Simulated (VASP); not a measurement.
All values below come from LDA (Ceperley-Alder, Perdew-Zunger), VASP's LDA PAW potentials (set 64) (plane waves; VASP).

The input files of a VASP run:

### POSCAR
```
La2O3
1
    1.9700000000    -3.4121400000     0.0000000000
    1.9700000000     3.4121400000     0.0000000000
    0.0000000000     0.0000000000     6.1300000000
La O
2 3
Direct
  0.3333330000   0.6666670000   0.2470000000
  0.6666670000   0.3333330000   0.7530000000
  0.0000000000   0.0000000000   0.0000000000
  0.3333330000   0.6666670000   0.6470000000
  0.6666670000   0.3333330000   0.3530000000
```

KPOINTS:
```
Automatic mesh
0
Gamma
7 7 4
0 0 0
```

**INCAR**
```
# general
SYSTEM   =  La2O3
PREC     =  Accurate
ENCUT    =  400
LREAL    =  .FALSE.
LASPH    =  .TRUE.

# electronic loop
EDIFF    =  1E-6
NELM     =  100
ALGO     =  Normal
LMAXMIX  =  6

# smearing
ISMEAR   =  -1
SIGMA    =  0.05

# ions
ISIF     =  2

# output
LWAVE    =  .FALSE.
LCHARG   =  .FALSE.
```

POTCAR, in this order: La O (LDA.64 set). Program: vasp_std.

At this cut-off the stress carries a Pulay error, which pulls relaxed volumes low.

Question: Estimate the energy per atom (σ→0), pressure, largest force.

Answer: 
```
Property                        Result
---------------------  ---------------
energy per atom (σ→0)   -9170 meV/atom
pressure                    -10.63 GPa
largest force          0.00185 Ha/bohr
```

### OSZICAR
```
...
DAV:   9    -0.458484541254E+02    0.18944E-01   -0.70989E-02  2352   0.225E+00    0.368E-01
DAV:  10    -0.458491785542E+02   -0.72443E-03   -0.31065E-02  2296   0.125E+00    0.189E-01
DAV:  11    -0.458493139158E+02   -0.13536E-03   -0.86104E-03  2472   0.724E-01    0.118E-01
DAV:  12    -0.458492366523E+02    0.77263E-04   -0.17413E-03  2360   0.289E-01    0.298E-02
DAV:  13    -0.458492477518E+02   -0.11099E-04   -0.44533E-04  2304   0.145E-01    0.215E-02
DAV:  14    -0.458492411068E+02    0.66450E-05   -0.76748E-05  2408   0.781E-02    0.241E-03
DAV:  15    -0.458492415109E+02   -0.40417E-06   -0.43135E-06  1776   0.193E-02
   1 F= -.45849242E+02 E0= -.45849242E+02  d E =-.810375E-10
```

The structure is a typed La2O3 crystal. The cell was not relaxed at this level. The run is one of a series of settings (GGA removed, POTCAR La O (LDA.64 set) against the base run), some of them coarse on purpose.
